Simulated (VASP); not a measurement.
These are PBE GGA, VASP's PBE PAW potentials (set 64) (plane waves; VASP) values and carry that method's errors.

VASP ran on this input.

**INCAR**
```
! general
SYSTEM  = PtC
PREC    = Accurate
ENCUT   = 520   ! plane-wave cut-off (eV)
LREAL   = .FALSE.   ! projection in real space or not
LASPH   = .TRUE.   ! aspherical one-centre terms

! electronic loop
EDIFF   = 1E-7   ! SCF stop (eV)
NELM    = 100
ALGO    = Normal   ! blocked Davidson
LMAXMIX = 6   ! l cut-off of mixed one-centre charges

! smearing
ISMEAR  = -5

! functional
GGA     = PE

! ions
ISIF    = 2   ! forces and stress, cell fixed

! output
LWAVE   = .FALSE.
LCHARG  = .TRUE.
LORBIT  = 11   ! lm-projected
NEDOS   = 601
```

### KPOINTS
```
Automatic
0
Gamma
16 16 16
```

### POSCAR
```
PtC
1
    0.0000000000     2.2325749456     2.2325749456
    2.2325749456     0.0000000000     2.2325749456
    2.2325749456     2.2325749456     0.0000000000
Pt C
1 1
Direct
  0.0000000000   0.0000000000   0.0000000000
  0.5000000000   0.5000000000   0.5000000000
```

POTCAR, in this order: Pt C (PBE.64 set). Program: vasp_std.

What VASP printed:

### OUTCAR
```
 ion  position               nearest neighbor table
   1  0.000  0.000  0.000-   2 2.23   2 2.23   2 2.23   2 2.23   2 2.23   2 2.23
   2  0.500  0.500  0.500-   1 2.23   1 2.23   1 2.23   1 2.23   1 2.23   1 2.23
  LATTYP: Found a face centered cubic cell.
 ALAT       =     4.4651498912
 Subroutine PRICEL returns:
 Original cell was already a primitive cell.
 Subroutine GETGRP returns: Found 48 space group operations
The static configuration has the point symmetry O_h .
The dynamic configuration has the point symmetry O_h .
 Subroutine INISYM returns: Found 48 space group operations
 Subroutine IBZKPT returns following result:
 Found    145 irreducible k-points:

 Following reciprocal coordinates:
            Coordinates               Weight
  0.000000  0.000000  0.000000      1.000000
  0.062500  0.000000  0.000000      8.000000
  0.125000  0.000000  0.000000      8.000000
  0.187500  0.000000  0.000000      8.000000
  0.250000  0.000000  0.000000      8.000000
  0.312500  0.000000  0.000000      8.000000
  0.375000  0.000000  0.000000      8.000000
  0.437500  0.000000  0.000000      8.000000
  0.500000  0.000000  0.000000      4.000000
  0.062500  0.062500  0.000000      6.000000
  0.125000  0.062500  0.000000     24.000000
  0.187500  0.062500  0.000000     24.000000
  0.250000  0.062500  0.000000     24.000000
  0.312500  0.062500  0.000000     24.000000
  0.375000  0.062500  0.000000     24.000000
  0.437500  0.062500  0.000000     24.000000
  0.500000  0.062500  0.000000     24.000000
 -0.437500  0.062500  0.000000     24.000000
 -0.375000  0.062500  0.000000     24.000000
 -0.312500  0.062500  0.000000     24.000000
 -0.250000  0.062500  0.000000     24.000000
 -0.187500  0.062500  0.000000     24.000000
 -0.125000  0.062500  0.000000     24.000000
 -0.062500  0.062500  0.000000     12.000000
...
```

**OSZICAR**
```
       N       E                     dE             d eps       ncg     rms          rms(c)
DAV:   1     0.571855423207E+02    0.57186E+02   -0.73292E+03  3302   0.119E+03
DAV:   2    -0.120942635688E+02   -0.69280E+02   -0.65433E+02  3567   0.231E+02
DAV:   3    -0.141262230012E+02   -0.20320E+01   -0.20034E+01  3750   0.393E+01
DAV:   4    -0.141406847668E+02   -0.14462E-01   -0.14516E-01  3516   0.379E+00
DAV:   5    -0.141408039516E+02   -0.11918E-03   -0.12044E-03  3737   0.333E-01    0.206E+01
DAV:   6    -0.127272065423E+02    0.14136E+01   -0.14541E+01  3759   0.322E+01    0.110E+01
DAV:   7    -0.124212698134E+02    0.30594E+00   -0.15824E+00  3422   0.123E+01    0.672E+00
DAV:   8    -0.124106603974E+02    0.10609E-01   -0.80635E-02  3502   0.251E+00    0.952E-01
DAV:   9    -0.124056688572E+02    0.49915E-02   -0.13256E-02  3688   0.100E+00    0.218E-01
DAV:  10    -0.124054482815E+02    0.22058E-03   -0.17646E-03  3586   0.355E-01    0.293E-02
DAV:  11    -0.124054496645E+02   -0.13830E-05   -0.26073E-05  3662   0.514E-02    0.164E-02
DAV:  12    -0.124054516148E+02   -0.19504E-05   -0.18900E-06  3508   0.128E-02    0.102E-02
DAV:  13    -0.124054512777E+02    0.33708E-06   -0.48286E-07  3577   0.627E-03    0.146E-03
DAV:  14    -0.124054513171E+02   -0.39320E-07   -0.49941E-09  1769   0.719E-04
   1 F= -.12405451E+02 E0= -.12405451E+02  d E =0.000000E+00
```

OUTCAR:
```
------------------------ aborting loop because EDIFF is reached ----------------------------------------
  FORCE on cell =-STRESS in cart. coord.  units (eV):
  Direction    XX          YY          ZZ          XY          YZ          ZX
  --------------------------------------------------------------------------------------
  Total        0.0355142      0.0355142      0.0355142     -0.0000000     -0.0000000      0.0000000
  in kB        2.5566075      2.5566075      2.5566075     -0.0000000     -0.0000000      0.0000000
  external PRESSURE =       2.5566075 kB  Pullay stress =       0.0000000 kB
  volume of cell :       22.26
      direct lattice vectors                 reciprocal lattice vectors
     0.000000000  2.232574946  2.232574946    -0.223956647  0.223956647  0.223956647
     2.232574946  0.000000000  2.232574946     0.223956647 -0.223956647  0.223956647
     2.232574946  2.232574946  0.000000000     0.223956647  0.223956647 -0.223956647
 POSITION                                       TOTAL-FORCE (eV/Angst)
 -----------------------------------------------------------------------------------
      0.00000      0.00000      0.00000         0.000000      0.000000      0.000000
      2.23257      2.23257      2.23257         0.000000      0.000000     -0.000000
 -----------------------------------------------------------------------------------
    total drift:                                0.000000     -0.000000     -0.000000
  FREE ENERGIE OF THE ION-ELECTRON SYSTEM (eV)
  ---------------------------------------------------
  free  energy   TOTEN  =       -12.4054513171 eV

  energy  without entropy=      -12.4054513171  energy(sigma->0) =      -12.40545132

 total charge

# of ion       s       p       d       tot
------------------------------------------
    1        0.661   0.628   8.061   9.350
    2        0.862   1.369   0.000   2.231
--------------------------------------------------
tot          1.523   1.997   8.061  11.581
```
(Selected blocks of OUTCAR.)

OUTCAR:
```
 val. band max:       10.4655463174   @ k =   0.4375   0.3125   0.1250

 cond. band min:      10.1610497834   @ k =   0.0000   0.0000   0.0000


 Fermi energy:        10.3185613052

 k-point     1 :       0.0000    0.0000    0.0000
  band No.  band energies     occupation
      1      -4.3699      2.00000
      2       6.1344      2.00000
      3       6.1344      2.00000
      4       6.1344      2.00000
      5       6.8170      2.00000
      6       6.8170      2.00000
      7      10.1610      2.00000
      8      10.1610      1.97850
      9      10.1610      0.85871
     10      16.3364      0.00000
     11      22.6389      0.00000

 k-point     2 :       0.0625    0.0000    0.0000
  band No.  band energies     occupation
      1      -4.2817      2.00000
      2       6.0207      2.00000
      3       6.1403      2.00000
      4       6.1404      2.00000
      5       6.6352      2.00000
      6       6.6352      2.00000
      7      10.0328      2.00000
      8      10.4738     -0.11157
      9      10.4738      0.00623
     10      16.5653      0.00000
     11      22.7312      0.00000

 k-point     3 :       0.1250    0.0000    0.0000
  band No.  band energies     occupation
      1      -4.0204      2.00000
      2       5.6775      2.00000
      3       5.8884      2.00000
      4       5.8884      2.00000
      5       6.5338      2.00000
      6       6.5338      2.00000
      7       9.7474      2.00000
      8      11.2272      0.00000
      9      11.2272      0.00000
     10      17.1451      0.00000
     11      22.8706      0.00000

 k-point     4 :       0.1875    0.0000    0.0000
  band No.  band energies     occupation
      1      -3.5969      2.00000
      2       5.1150      2.00000
      3       5.3523      2.00000
      4       5.3523      2.00000
      5       6.7525      2.00000
      6       6.7525      2.00000
      7       9.4792      2.00000
      8      12.1741      0.00000
      9      12.1741      0.00000
...
```

For a metal the tetrahedron method with Blöchl corrections gives inexact stress and forces. Unless said otherwise, spin-orbit coupling is left out, though it shifts the bands of the heavy elements here.

The structure was generated: PtC was put into the rock salt type (Fm-3m), which need not be its known phase. It was relaxed first, which changed the volume by -7 %.
